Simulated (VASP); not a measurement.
# TiSi2: how cutoff and mesh change the relaxed cell, part 2 of 2

Aim: test the relaxed volume of TiSi2 against cutoff and mesh. The starting structure is a measured crystal structure from the Crystallography Open Database. The first relaxation on each setting starts from this cell expanded by 3 % in volume.

VASP 6.6.1.

Results so far: reference 13.80 Å³ an atom; a cutoff of 270 eV 13.75 Å³ an atom; a 5×5×5 mesh 13.78 Å³ an atom.

## 5. Relaxation with a cutoff of 600 eV

Level of this step: PBEsol; plane waves and PAW (Ti_sv, Si) (VASP).

Against step 2 the input has ENCUT = 600. This run starts from the cell of an earlier relaxation, which isn't shown; the restart sets up the plane waves anew.

Contents of INCAR:

```
SYSTEM = TiSi2
PREC = Accurate
ENCUT = 600
EDIFF = 1E-06
NELM = 100
ISMEAR = 1
SIGMA = 0.15
LREAL = .FALSE.
ALGO = Normal
GGA = PS
NBANDS = 26
LASPH = .TRUE.
LORBIT = 11
LWAVE = .FALSE.
LCHARG = .FALSE.
KPAR = 16
IBRION = 2
NSW = 50
ISIF = 3
EDIFFG = -0.006
```

Contents of POSCAR:

```
TiSi2
1.0
    0.0000000000      4.0916253464      4.2490830075
    2.3814913228      0.0000000000      4.2490830075
    2.3814913228      4.0916253464      0.0000000000
Ti Si
2 4
Direct
    0.5000000000      0.5000000000      0.5000000000
    0.7500000000      0.7500000000      0.7500000000
    0.8361423945      0.1638576055      0.8361423945
    0.1638576055      0.8361423945      0.1638576055
    0.4138576055      0.0861423945      0.4138576055
    0.0861423945      0.4138576055      0.0861423945
```

Contents of KPOINTS:

```
Automatic mesh
0
Gamma
10 10 10
0 0 0
```

PAW data sets: Ti_sv and Si (PBE family, release 64).

Command:

```
$ mpirun -np 16 vasp_std
```

What it wrote:

```text
[... set-up lines as in an earlier step ...]
 entering main loop
       N       E                     dE             d eps       ncg     rms          rms(c)
DAV:   1     0.407270891152E+03    0.40727E+03   -0.20761E+04  8900   0.181E+03
DAV:   2     0.364367233503E+01   -0.40363E+03   -0.39700E+03  8896   0.496E+02
DAV:   3    -0.436664070853E+02   -0.47310E+02   -0.46298E+02 15500   0.136E+02
DAV:   4    -0.471651214871E+02   -0.34987E+01   -0.34864E+01 12656   0.346E+01
[...]
DAV:  12    -0.436806005700E+02    0.53179E-04   -0.80442E-04 12798   0.220E-01    0.145E-02
DAV:  13    -0.436805979373E+02    0.26327E-05   -0.41361E-05 12206   0.584E-02    0.149E-02
DAV:  14    -0.436805972188E+02    0.71846E-06   -0.39663E-06 11696   0.173E-02
   1 F= -.43680597E+02 E0= -.43680567E+02  d E =-.436806E+02
[...]
reached required accuracy - stopping structural energy minimisation
```

Run time: 24 s. Hardware: 16 MPI ranks of Intel Xeon 6975P-C (Granite Rapids), shared host; peak memory 9.1 GiB; 6.2 min of CPU time.

Parts of OUTCAR (step 5):

```text
  Total        0.0229450      0.0330576      0.0176071      0.0000000      0.0000000      0.0000000
  in kB        0.4439441      0.6396048      0.3406647      0.0000000      0.0000000      0.0000000
  external PRESSURE =       0.4747379 kB  Pullay stress =       0.0000000 kB

 POSITION                                       TOTAL-FORCE (eV/Angst)
 -----------------------------------------------------------------------------------
      2.38149      4.09163      4.24908        -0.000000      0.000000      0.000000
      3.57224      6.13744      6.37362         0.000000      0.000000      0.000000
      2.38149      6.84236      4.24908         0.000000     -0.000213      0.000000
      2.38149      1.34089      4.24908         0.000000      0.000213      0.000000
      1.19075      3.38670      2.12454        -0.000000      0.000213      0.000000
      1.19075      0.70492      2.12454        -0.000000     -0.000213      0.000000
 -----------------------------------------------------------------------------------
    total drift:                               -0.000000     -0.000000     -0.000000

  FREE ENERGIE OF THE ION-ELECTRON SYSTEM (eV)
  ---------------------------------------------------
  free  energy   TOTEN  =       -43.6805972188 eV

  energy  without entropy=      -43.6805066689  energy(sigma->0) =      -43.68056704

[... 2 parts as in an earlier step ...]

[... 2 further parts left out ...]
[key lines of the parts left out:]
E-fermi :  10.2546
```

With a cutoff of 600 eV the cell ends at 13.801 Å³ an atom, +0.04 % from the reference; the bulk modulus is 150.9 GPa against 150.9 GPa.

## 6. Relaxation with a 14×14×14 mesh

Against step 2 the input has a 14×14×14 mesh. This run starts from the cell of an earlier relaxation, which isn't shown; the restart sets up the plane waves anew.

Changes to INCAR since step 5:

```diff
@@ -2,3 +2,3 @@
 PREC = Accurate
-ENCUT = 600
+ENCUT = 450
 EDIFF = 1E-06
```

Contents of POSCAR:

```
TiSi2
1.0
    0.0000000000      4.0876657634      4.2526047438
    2.3798318551      0.0000000000      4.2526047438
    2.3798318551      4.0876657634      0.0000000000
Ti Si
2 4
Direct
    0.5000000000      0.5000000000      0.5000000000
    0.7500000000      0.7500000000      0.7500000000
    0.8362513433      0.1637486567      0.8362513433
    0.1637486567      0.8362513433      0.1637486567
    0.4137486567      0.0862513433      0.4137486567
    0.0862513433      0.4137486567      0.0862513433
```

Contents of KPOINTS:

```
Automatic mesh
0
Gamma
14 14 14
0 0 0
```

Command:

```
$ mpirun -np 16 vasp_std
```

What it wrote:

```text
[... set-up lines as in an earlier step ...]
 entering main loop
       N       E                     dE             d eps       ncg     rms          rms(c)
DAV:   1     0.363433735002E+03    0.36343E+03   -0.17708E+04 22256   0.148E+03
DAV:   2    -0.622350055452E+00   -0.36406E+03   -0.35798E+03 22294   0.439E+02
DAV:   3    -0.441458989584E+02   -0.43524E+02   -0.42748E+02 39416   0.126E+02
DAV:   4    -0.471837030205E+02   -0.30378E+01   -0.30273E+01 30304   0.310E+01
[...]
DAV:  12    -0.436784567358E+02    0.53857E-04   -0.82611E-04 31898   0.224E-01    0.152E-02
DAV:  13    -0.436784538336E+02    0.29021E-05   -0.42441E-05 30680   0.585E-02    0.151E-02
DAV:  14    -0.436784530919E+02    0.74179E-06   -0.33175E-06 28522   0.153E-02
   1 F= -.43678453E+02 E0= -.43678219E+02  d E =-.436785E+02
[...]
reached required accuracy - stopping structural energy minimisation
```

Wall time 37 s (16 MPI ranks); peak memory 11 GiB; 9.5 min of CPU time.

Parts of OUTCAR (step 6):

```text
  Total        0.0097313      0.0131023      0.0104759      0.0000000      0.0000000      0.0000000
  in kB        0.1884407      0.2537184      0.2028586      0.0000000      0.0000000      0.0000000
  external PRESSURE =       0.2150059 kB  Pullay stress =       0.0000000 kB

 POSITION                                       TOTAL-FORCE (eV/Angst)
 -----------------------------------------------------------------------------------
      2.37983      4.08767      4.25260         0.000000      0.000000      0.000000
      3.56975      6.13150      6.37891        -0.000000     -0.000000     -0.000000
      2.37983      6.83663      4.25260         0.000000     -0.000086      0.000000
      2.37983      1.33870      4.25260         0.000000      0.000086      0.000000
      1.18992      3.38253      2.12630        -0.000000      0.000086     -0.000000
      1.18992      0.70513      2.12630        -0.000000     -0.000086     -0.000000
 -----------------------------------------------------------------------------------
    total drift:                               -0.000000     -0.000000      0.000000

  FREE ENERGIE OF THE ION-ELECTRON SYSTEM (eV)
  ---------------------------------------------------
  free  energy   TOTEN  =       -43.6784530919 eV

  energy  without entropy=      -43.6777518080  energy(sigma->0) =      -43.67821933

[... 1 part as in an earlier step ...]

[... 3 further parts left out ...]
[key lines of the parts left out:]
E-fermi :  10.2658
```

With a 14×14×14 mesh the cell ends at 13.790 Å³ an atom, -0.05 % from the reference; the bulk modulus is 151.3 GPa against 150.9 GPa.

## 7. All runs side by side

| run | volume (Å³/atom) | change (%) | bulk modulus (GPa) | pressure left (GPa) | core minutes |
| --- | --- | --- | --- | --- | --- |
| reference | 13.796 | - | 150.9 | 0.01 | 32.5 |
| a cutoff of 270 eV | 13.746 | -0.36 | 154.6 | 0.01 | 16.6 |
| a 5×5×5 mesh | 13.783 | -0.09 | 151.1 | -0.03 | 6.03 |
| a cutoff of 600 eV | 13.801 | 0.04 | 150.9 | 0.05 | 45.3 |
| a 14×14×14 mesh | 13.79 | -0.05 | 151.3 | 0.02 | 71.7 |

Core minutes are wall time times ranks, summed over the relaxations behind a row (those for a bulk modulus apart), on shared hosts.

## 8. Summary of results

```json
{"volume of the reference": "13.80 Å³/atom", "volume against the reference, a cutoff of 270 eV": "-0.36 %", "volume against the reference, a 5×5×5 mesh": "-0.09 %", "volume against the reference, a cutoff of 600 eV": "+0.04 %", "volume against the reference, a 14×14×14 mesh": "-0.05 %"}
```

The volume moves most with a cutoff of 270 eV: -0.36 % against the reference (450 eV, 10×10×10 mesh). On finer settings it changes by +0.04 % with a cutoff of 600 eV and -0.05 % with a 14×14×14 mesh. The axes move most with a 5×5×5 mesh: a by -0.3 %, b by -0.2 % and c by +0.5 %, which partly cancels in the volume. The relaxations stop with up to 0.05 GPa left, which at the bulk modulus found here is 0.03 % of the volume, and more along a soft axis. A cell that shrinks at the lower cutoff is the usual mark of Pulay stress, the error that a plane-wave basis makes when it is kept while the volume changes. The bulk modulus is more sensitive: it changes by +2.4 % with a cutoff of 270 eV. Further runs on this material are not shown.

[Lines on the potential files, build, host, timing and source positions are cut from VASP's logs without a mark.]

[Logs are printed without paths, hosts, clocks, repeated set-up lines and the standing remarks that a program may print on its own settings, such as how far it seeks lower states.]

[Hosts, paths, dates, database ids (printed as entryN), source tags and the programs' standing remarks are cut or masked in the printed files.]
